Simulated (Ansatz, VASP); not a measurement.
## As (arsenene, 2 layers, AB stacking) in two plane-wave programs

One calculation is typed for both programs; each brings its own data sets. How far apart do they land? The structure shown is the start of the Ansatz relaxation below; VASP solves that cell, so the two are compared at the walk's first step.

Calculated with Ansatz 0.2.0; plane waves, with VASP 6.6.1 beside it; single point at PBE with D3(BJ).

**1. The structure**

The cell holds 4 atoms: 4 As. Cell: a = 3.610 Å, b = 3.610 Å, c = 28.100 Å, α = 90.0°, β = 90.0°, γ = 120.0°. Vacuum lies along c.

**2. Ansatz: relaxation, PBE with D3(BJ)**

Ansatz runs on its default PAW (the set named soft_2) files.

The two programs are compared at the cell with which this relaxation starts, whose forces are those of its first step.

input.yaml

```yaml
crystal:
  lattice:
    - [3.61, 0.0, 0.0]
    - [-1.805, 3.1263517077, 0.0]
    - [0.0, 0.0, 28.1]
  atoms:
    - { symbol: As, position: [0.6666666667, 0.3333333333, 0.3914590747] }
    - { symbol: As, position: [0.3333333333, 0.6666666667, 0.4412811388] }
    - { symbol: As, position: [0.0, 0.0, 0.5587188612] }
    - { symbol: As, position: [0.6666666667, 0.3333333333, 0.6085409253] }
kpoints:
  mp_grid: { grid: [12, 12, 1] }
hamiltonian:
  xc: pbe
  dispersion: d3bj
scf:
  occupations: { method: fermi_dirac, width: 0.05 }
  convergence: { dr2_threshold: 1.0e-08 }
efield:
  axis: 3
  dipole_correction: true
  ramp_position: 0.97
  ramp_width: 0.04
relax:
  f_tol: 0.01
  cell: { fix: [c, alpha, beta] }
output:
  write_potential: true
  write_density: true
  volumetric_format: npy
```

Run with:

```sh
$ ansatz run input.yaml --threads 8 --pin off --max-ram 16384MiB --backend cpu --events-out ev --progress --plain --runs-dir out
```

Numbers of over 12 decimals in the logs are rounded to 6 here.

Output:

```text
Warning: relax.cell: scf.convergence.dr2_threshold = 1e-8 eV is looser than the 4e-10 eV advised for a relaxation that steers and ends on the stress (1e-10 eV for each atom of the cell: 4). What an SCF threshold leaves in a stress goes as its square root, and in the free energy as the threshold itself, and one threshold admits the most on a small cell: [figures from the program's tests cut] Set scf.convergence.dr2_threshold to 4e-10 eV or tighter. The threshold is an SCF's pass mark: one that does not reach it within its budget of iterations ends unconverged, or closes short of it on a stop that the run arms, and scf.convergence.dr2_threshold's page says what that costs each kind of run
Engine: ansatz 0.2.0, aarch64-unknown-linux-gnu
Pseudopotentials: kind: paw
Pseudopotential: As, paw, valence charge 15, recommended cutoff 420 eV (normal), As.paw.azcp
Functional definition: PBE
  parameter kappa = 0.804
  parameter beta = 0.066725
  exchange = pbe_x(kappa = kappa, mu = beta*pi^2/3)
  correlation = pbe_c(beta = beta)
Crystal: 4 atoms, lattice volume = 317.140 Å³
Basis set: ecut = 420 eV, 6105 PW (Γ), exchange–correlation on 50×50×384 points (8 copies of the dense FFT grid, shifted against one another)
Bands: 36, of which v1, the nominal top of the filled ones, is band 30 counted from 1 (29 counted from 0)
Symmetry: 6 space group operations
k-points: 19 of 144 (time reversal used)
Non-local potential: As, projectors of the file, l = 0: 2, l = 1: 2, l = 2: 3, l = 3: 1
PAW form: soft (Blöchl's): semilocal exchange-correlation on the pseudo side does not see the compensation charge
PAW one-centre angular grid: As, 590 points (default); XC on 64 Gauss nodes
Initial density: superposition of atomic densities (neutral atoms: chi_scale 0, normalization atom), corrected by the library's trained network
Initial wavefunctions: pseudopotential atomic-orbital guess
Functional: x = pbe(κ = 0.804, μ = 0.219515), c = pbe(β = 0.066725)
SCF iter   1: F=—  HF=-19425.580196 eV  |F-HF|=—  |Δ(HF+E_count)|=         —  Δρ=7.97e-4  dr2=3.94e-3  ethr=1.77e-3  p=0.000 e·Å  D=6.09e-7 V/Å  ΔV_dip=-0.00 eV  dr2_dipole=1.88e-8  V_vac-E_F(+/−)=4.48/4.48 eV  ⟨swp⟩=8.4  Hψ=2999  notcnv=0
efield: sawtooth ramp at fractional position 0.9700 (set: `efield.ramp_position`, or a place that a band, a saddle search or an elastic batch's reference lends), width 0.0400; the density the first Hamiltonian is built on has a dipole p = 0.000 e·Å; the dipole correction subtracts the counter field D = 6.09e-7 V/Å, which shifts the + side's vacuum level by -0.00 eV against the − side's; the planar-averaged density in the ramp window peaks in size at 1.1e-6 e/Å³
preconditioner: auto → Resta (q_TF=auto, 2.067 Å⁻¹)  ε∞=2.1  [insulator: Δε(μ)=0.987 eV  Ē_g=8.719 eV  σ=0.050 eV  W_gap=1.00  n_scr=48 (ndim 8)  ℏωp=9.3 eV  f_vac=0.656  D(μ)=0.00/eV (n_scr^D=0)  ε∞_Penn≈2.1  vacuum switching on, ρ_ref=5.5e-3 e/Å³]
SCF iter   2: F=—  HF=-19425.580977 eV  |F-HF|=—  |Δ(HF+E_count)|=   7.81e-4  Δρ=5.69e-4  dr2=2.00e-3  ethr=6.57e-6  p=-0.000 e·Å  D=-3.33e-5 V/Å  ΔV_dip=0.00 eV  dr2_dipole=1.18e-7  V_vac-E_F(+/−)=4.52/4.52 eV  ⟨swp⟩=2.9  Hψ=1401  notcnv=0  defer=2
SCF iter   3: F=—  HF=-19425.581360 eV  |F-HF|=—  |Δ(HF+E_count)|=   3.83e-4  Δρ=3.24e-4  dr2=2.42e-3  ethr=3.34e-6  p=0.000 e·Å  D=5.74e-5 V/Å  ΔV_dip=-0.00 eV  dr2_dipole=3.21e-7  V_vac-E_F(+/−)=4.50/4.50 eV  ⟨swp⟩=2.0  Hψ=780  notcnv=0  defer=2
SCF iter   4: F=—  HF=-19425.581266 eV  |F-HF|=—  |Δ(HF+E_count)|=   9.38e-5  Δρ=8.23e-5  dr2=2.68e-5  ethr=3.34e-6  p=-0.000 e·Å  D=-2.43e-5 V/Å  ΔV_dip=0.00 eV  dr2_dipole=6.36e-8  V_vac-E_F(+/−)=4.53/4.53 eV  ⟨swp⟩=1.9  Hψ=740  notcnv=0  defer=2
SCF iter   5: F=—  HF=-19425.581276 eV  |F-HF|=—  |Δ(HF+E_count)|=   9.66e-6  Δρ=4.82e-5  dr2=6.75e-6  ethr=4.46e-8  p=0.000 e·Å  D=2.71e-5 V/Å  ΔV_dip=-0.00 eV  dr2_dipole=7.40e-8  V_vac-E_F(+/−)=4.53/4.53 eV  ⟨swp⟩=3.0  Hψ=1234  notcnv=0  defer=2
SCF iter   6: F=—  HF=-19425.581321 eV  |F-HF|=—  |Δ(HF+E_count)|=   4.49e-5  Δρ=1.81e-5  dr2=7.98e-6  ethr=1.12e-8  p=-0.000 e·Å  D=-1.57e-4 V/Å  ΔV_dip=0.00 eV  dr2_dipole=2.53e-6  V_vac-E_F(+/−)=4.54/4.53 eV  ⟨swp⟩=2.3  Hψ=1150  notcnv=0  defer=2
SCF iter   7: F=—  HF=-19425.581320 eV  |F-HF|=—  |Δ(HF+E_count)|=   7.78e-7  Δρ=9.00e-6  dr2=1.18e-6  ethr=1.12e-8  p=0.000 e·Å  D=5.73e-5 V/Å  ΔV_dip=-0.00 eV  dr2_dipole=3.33e-7  V_vac-E_F(+/−)=4.53/4.53 eV  ⟨swp⟩=1.9  Hψ=746  notcnv=0  defer=2
[...]
Initial wavefunctions: pseudopotential atomic-orbital guess (no wavefunctions were taken with the density)
iter 1 solved again at ethr=2.10e-7 eV; its pass at ethr=3.10e-3 eV (dr2=1.26e-4 eV) is discarded
SCF iter   1: F=—  HF=-19425.659917 eV  |F-HF|=—  |Δ(HF+E_count)|=         —  Δρ=2.01e-5  dr2=1.36e-7  ethr=2.10e-7  p=-0.000 e·Å  D=-8.01e-8 V/Å  ΔV_dip=0.00 eV  dr2_dipole=1.30e-11  V_vac-E_F(+/−)=4.14/4.14 eV  ⟨swp⟩=3.4  Hψ=4733  notcnv=0
efield: sawtooth ramp at fractional position 0.9700 (set: `efield.ramp_position`, or a place that a band, a saddle search or an elastic batch's reference lends), width 0.0400; the density the first Hamiltonian is built on has a dipole p = -0.000 e·Å; the dipole correction subtracts the counter field D = -8.01e-8 V/Å, which shifts the + side's vacuum level by +0.00 eV against the − side's; the planar-averaged density in the ramp window peaks in size at 9.0e-8 e/Å³
preconditioner: auto → LDOS  [insulator: Δε(μ)=0.172 eV  Ē_g=9.019 eV  σ=0.050 eV  W_gap=0.69  n_scr=48 (ndim 8)  ℏωp=9.2 eV  f_vac=0.699  D(μ)=0.63/eV (n_scr^D=4)  ε∞_Penn≈2.0  β→1.0]
SCF iter   2: F=—  HF=-19425.660053 eV  |F-HF|=—  |Δ(HF+E_count)|=   1.36e-4  Δρ=4.33e-6  dr2=4.54e-8  ethr=2.26e-10  p=0.000 e·Å  D=7.18e-7 V/Å  ΔV_dip=-0.00 eV  dr2_dipole=3.13e-11  V_vac-E_F(+/−)=4.14/4.14 eV  ⟨swp⟩=3.1  Hψ=1447  notcnv=0
SCF iter   3: F=—  HF=-19425.660051 eV  |F-HF|=—  |Δ(HF+E_count)|=   1.95e-6  Δρ=1.62e-6  dr2=7.51e-9  ethr=1.67e-11  p=0.000 e·Å  D=1.19e-7 V/Å  ΔV_dip=-0.00 eV  dr2_dipole=1.98e-12  V_vac-E_F(+/−)=4.14/4.14 eV  ⟨swp⟩=9.3  Hψ=5074  notcnv=0
SCF iter   4: F=-19425.660053 eV  HF=-19425.660053 eV  |F-HF|=1.27e-7  |Δ(HF+E_count)|=   1.59e-6  Δρ=4.99e-7  dr2=4.93e-9  ethr=1.25e-11  p=0.000 e·Å  D=1.09e-7 V/Å  ΔV_dip=-0.00 eV  dr2_dipole=9.12e-13  V_vac-E_F(+/−)=4.14/4.14 eV  ⟨swp⟩=9.9  Hψ=4265  notcnv=0
SCF 9 converged in 4 iterations: F = -19425.660053 eV  dr2 = 4.93e-9
relax step   9: F+E_penalty+E_count = -19425.66005298 eV  Δ(F+E_penalty+E_count) = -4.563e-4 eV  max|allowed force component| = 7.306e-3 eV/Å  Δτ_max = 0.0000 Å  P = +0.008 GPa  Ω = 327.872 Å³  fix = [c, alpha, beta]  reactions: c +0.014 GPa  stress off target by 4.65e-3 GPa on what of the cell is left free  SCF on the basis re-selected at this cell (its energy is not comparable with the rows above)  (4 SCF iters)
basis re-selected at this cell: Δ(F+E_penalty+E_count) = -4.563e-4 eV, ΔP = +0.001 GPa vs the last step (what re-selecting the basis moved, of the pressure what is left beyond the Pulay correction that the steps carried, after the strain that the cell walked since its last selection, with what the two solves' SCF thresholds leave and, on support functions, any second-order correction that the steps lacked; it is no m [...]
WARN: The output density's exchange-correlation potential varies sharply where the density is thin. Do not read a vacuum level from v_tot or v_xc, or from such a field of the output density. On a cell that repeats whose density bears no net charge and no dipole along the vacuum's axis use v_es (v_loc + v_h of the components); under efield.dipole_correction with no amplitude use v_es + v_field, which holds any externa [...]
SCF converged after 4 iterations
Free energy (F): -19425.660053 eV
Harris-Foulkes:  -19425.660053 eV  (|F-HF|=1.27e-7)
Internal energy: -19425.654502 eV  (E = F + TS)
E sigma→0 (E₀):  -19425.657278 eV
Entropy (-TS):   -0.005551 eV (-1.388 meV/atom)
Fermi energy:    -0.178116 eV
Dipole field:    D = -0.000001 V/Å  (p = -0.000002 e·Å, saw-weighted, corrected)
Work function:   Φ+ = 4.1447 eV   Φ− = 4.1447 eV
Levels:          The Fermi level and band energies are counted from a zero that moves with the ramp; work functions are not
--- Per-component energies (eV) ---
  E_band       = -1595.931288
  E_kinetic    = 409.638751
  E_local      = -82205.951342  (includes V_loc(G=0)·N_el)
  E_nonlocal   = -2682.826532
  E_hartree    = 41133.650758
  E_xc         = -316.428560
  E_vxc        = -316.071719  (∫ρ·V_xc dr)
  E_paw        = -7338.357987  (= ΣΔE_a)
  E_vpaw       = 931.966230  (= ΣTr[D̂ρ^β])
  E_aug_tail   = 0.000027  (compensation charges beyond the density's cutoff)
  E_efield     = 0.000000  (sawtooth field / dipole correction)
  E_vefield    = 0.000015  (∫n·V_field dr)
  E_ewald      = 31575.838877
  E_disp       = -1.218494  (pairwise vdW)
  E_smearing   = -0.005551  (= −TS)
  E_closure    = -0.000000  (closes the sum)
  Σ components = -19425.660053   (vs F -19425.660053, Δ=0.00e0)
--- Forces (eV/Å), atoms counted from 1 ---
  atom   1  As     0.00000000    -0.00000000    -0.00730566
  atom   2  As     0.00000000     0.00000000     0.00258503
  atom   3  As    -0.00000000    -0.00000000    -0.00258272
  atom   4  As    -0.00000000     0.00000000     0.00730343
  max |Σ_I F_I| component: 8.36e-8 eV/Å
--- Stress (GPa, compression-positive) ---
        0.004648      -0.000000       0.000000
        0.000000       0.004648      -0.000000
        0.000000       0.000000       0.013650
  P = ⅓ Tr σ = 0.0076 GPa (0.076 kbar)
--- Band table (eV; the first three rows and the last of 19) ---
  k-point 0: bands = [... 26 lower, -1.8912, -1.7025, -1.7025, -0.6310, -0.0379, 1.2415, 1.2415, 1.8649, ... 2 higher]
  k-point 1: bands = [... 26 lower, -2.1969, -2.1716, -1.7992, -0.2504, 0.4756, 1.1497, 1.4377, 1.9768, ... 2 higher]
  k-point 2: bands = [... 26 lower, -2.6836, -2.1960, -2.1399, -0.8480, 0.6649, 1.5266, 1.8099, 2.2744, ... 2 higher]
  k-point 18: bands = [... 26 lower, -4.1354, -3.5237, -3.5237, -2.8077, 1.0414, 1.0414, 2.0822, 3.8675, ... 2 higher]
--- Relaxed structure (8 steps of the walk, 8 accepted, 1 SCFs on fresh bases) ---
  F+E_penalty+E_count = -19425.66005298 eV   max|allowed force component| = 7.306e-3 eV/Å   (the final SCF, on the basis selected at the relaxed cell)
  cell:  # Å, volume = 327.8715 Å³
    - [3.670569, 0, 0]
    - [-1.835284, 3.178806, 0]
    - [0, 0, 28.1]
  atoms:
    - { symbol: As, position: [0.666667, 0.333333, 0.412550] }
    - { symbol: As, position: [0.333333, 0.666667, 0.460394] }
    - { symbol: As, position: [-3.9646376505111035e-17, -1.8503717076008884e-17, 0.539606] }
    - { symbol: As, position: [0.666667, 0.333333, 0.587450] }
```

**3. VASP: single point, PBE with D3(BJ), start cell**

The same cell, functional, mesh and smearing now go to VASP, with its own data sets.

Lines of VASP's logs that name or quote its potential files are left out, and so is its time.

INCAR

```
SYSTEM = As
PREC = Accurate
ENCUT = 400
EDIFF = 1E-06
NELM = 120
ISMEAR = -1
SIGMA = 0.05
LREAL = .FALSE.
ALGO = Normal
GGA = PE
IVDW = 12
NBANDS = 16
LORBIT = 11
LWAVE = .FALSE.
LCHARG = .FALSE.
ISIF = 2
LDIPOL = .TRUE.
IDIPOL = 3
DIPOL = 0.5 0.5 0.5
LVHAR = .TRUE.
LASPH = .TRUE.
GGA_COMPAT = .FALSE.
EFERMI = MIDGAP
NELMDL = -8
KPAR = 2
```

POSCAR

```
As
1.0
    3.6100000000      0.0000000000      0.0000000000
   -1.8050000000      3.1263520000      0.0000000000
    0.0000000000      0.0000000000     28.1000000000
As
4
Direct
    0.6666666134      0.3333332267      0.3914590747
    0.3333332267      0.6666664534      0.4412811388
    0.0000000000      0.0000000000      0.5587188612
    0.6666666134      0.3333332267      0.6085409253
```

KPOINTS

```
Automatic mesh
0
Gamma
12 12 1
0 0 0
```

The projector-augmented-wave data sets are As (PBE family, release 64).

Run with:

```sh
$ mpirun -np 2 vasp_std
```

Output:

```text
[banner, memory and clock lines left out]
running    2 mpi-ranks, on    1 nodes
 distrk:  each k-point on    1 cores,    2 groups
 distr:  one band on    1 cores,    1 groups

 POSCAR found type information on POSCAR As
 POSCAR found :  1 types and       4 ions
 LDA part: xc-table for (Slater+PW92), standard interpolation
 POSCAR, INCAR and KPOINTS ok, starting setup
 FFT: planning ... GRIDC
 FFT: planning ... GRID_SOFT
 FFT: planning ... GRID
 WAVECAR not read
 entering main loop
       N       E                     dE             d eps       ncg     rms          rms(c)
DAV:   1     0.115789655595E+03    0.11579E+03   -0.54339E+03   608   0.713E+02
DAV:   2    -0.580414025216E+01   -0.12159E+03   -0.11632E+03   888   0.137E+02
DAV:   3    -0.184964001436E+02   -0.12692E+02   -0.12650E+02   888   0.545E+01
DAV:   4    -0.187455885544E+02   -0.24919E+00   -0.24886E+00   832   0.932E+00
DAV:   5    -0.187501076623E+02   -0.45191E-02   -0.45158E-02   768   0.113E+00
DAV:   6    -0.187502504855E+02   -0.14282E-03   -0.14282E-03   864   0.203E-01
DAV:   7    -0.187502549513E+02   -0.44658E-05   -0.44657E-05   776   0.293E-02
DAV:   8    -0.187502551525E+02   -0.20124E-06   -0.20124E-06   744   0.612E-03    0.460E+00
DAV:   9    -0.186832687496E+02    0.66986E-01   -0.36188E-02   768   0.954E-01    0.274E+00
DAV:  10    -0.186473704215E+02    0.35898E-01   -0.75813E-02   800   0.142E+00    0.157E-01
DAV:  11    -0.186479843605E+02   -0.61394E-03   -0.23662E-03   768   0.258E-01    0.515E-02
DAV:  12    -0.186479885953E+02   -0.42348E-05   -0.24274E-04   840   0.911E-02    0.237E-02
DAV:  13    -0.186479605719E+02    0.28023E-04   -0.87899E-05   816   0.395E-02    0.773E-03
DAV:  14    -0.186479727193E+02   -0.12147E-04   -0.12227E-05   800   0.139E-02    0.584E-03
DAV:  15    -0.186480403209E+02   -0.67602E-04   -0.20619E-05   672   0.159E-02    0.291E-03
DAV:  16    -0.186480813068E+02   -0.40986E-04   -0.90282E-06   768   0.890E-03    0.189E-03
DAV:  17    -0.186480968606E+02   -0.15554E-04   -0.63054E-07   696   0.332E-03    0.107E-03
DAV:  18    -0.186481225223E+02   -0.25662E-04   -0.11376E-06   632   0.338E-03    0.596E-04
DAV:  19    -0.186481327308E+02   -0.10209E-04   -0.15890E-07   624   0.123E-03    0.298E-04
DAV:  20    -0.186481388696E+02   -0.61388E-05   -0.16578E-07   600   0.101E-03    0.167E-04
DAV:  21    -0.186481409156E+02   -0.20460E-05   -0.56998E-08   528   0.571E-04    0.759E-05
DAV:  22    -0.186481411729E+02   -0.25724E-06   -0.42224E-09   400   0.181E-04
   1 F= -.19710508E+02 E0= -.19710504E+02  d E =-.899223E-05
```

(Part 1 of 2 ends here.)

[Lines on the potential files, build, host, timing and source positions are cut from VASP's logs without a mark.]

[Logs are printed without paths, hosts, clocks, repeated set-up lines and the standing remarks that a program may print on its own settings, such as how far it seeks lower states.]

[Hosts, paths, dates, database ids (printed as entryN), source tags and the programs' standing remarks are cut or masked in the printed files.]
